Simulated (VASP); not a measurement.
Wanted: the native input for a VASP 6.6.1 run.

```
Task                   : single point
Functional             : PBE
Potentials or basis    : VASP PAW PBE potentials, release 64 (Li_sv, Ga_d, C)
Cutoff                 : 520 eV
k mesh                 : 9 × 9 × 10
Occupations            : gaussian, width 0.1 eV
Spin                   : no spin polarisation
Dipole correction      : no
Further INCAR settings : ALGO = Fast; EDIFF = 1e-07; NBANDS = 37
```

The structure of Li3GaC lies in POSCAR:

```
Li3GaC
1.0
    7.0135362709      0.0000000000      0.0000000000
   -3.5067681354      6.0739005809      0.0000000000
    0.0000000000      0.0000000000      3.3505675316
Li Ga C
6 2 2
Direct
    0.8364358708      0.6728717417      0.7500000000
    0.3271282583      0.1635641292      0.7500000000
    0.8364358708      0.1635641292      0.7500000000
    0.1635641292      0.3271282583      0.2500000000
    0.6728717417      0.8364358708      0.2500000000
    0.1635641292      0.8364358708      0.2500000000
    0.3333333333      0.6666666667      0.7500000000
    0.6666666667      0.3333333333      0.2500000000
    0.0000000000      0.0000000000      0.0000000000
    0.0000000000      0.0000000000      0.5000000000
```

The cell was built by a generator and needn't be a form met in nature.

One way to write it, as run:

INCAR

```
SYSTEM = Li3GaC
PREC = Accurate ; ENCUT = 520
EDIFF = 1E-7 ; ISMEAR = 0
SIGMA = 0.1 ; LREAL = .False.
LASPH = .True. ; NELM = 100
ALGO = Fast ; ISIF = 2
LWAVE = .False. ; LCHARG = .True.
GGA = PE ; LELF = .True.
LVHAR = .True. ; NBANDS = 37
```

KPOINTS

```
Automatic mesh
0
Gamma
  9 9 10
  0 0 0
```

Potentials or basis: VASP PAW PBE potentials, release 64 (Li_sv, Ga_d, C).

Command:

```console
$ cat potpaw_PBE.64/Li_sv/POTCAR potpaw_PBE.64/Ga_d/POTCAR potpaw_PBE.64/C/POTCAR > POTCAR
$ mpirun -np 1 vasp_std > vasp.out
```

Results of the run:

| Property | Result |
| --- | --- |
| Largest force | 0.006 eV/Å |
| Band gap on the k mesh | none (metal or under the smearing width) |

Wall time 31 min on 1 thread of Intel(R) Xeon(R) Platinum 8488C (Sapphire Rapids), on a shared host, peak memory 0.49 GiB.
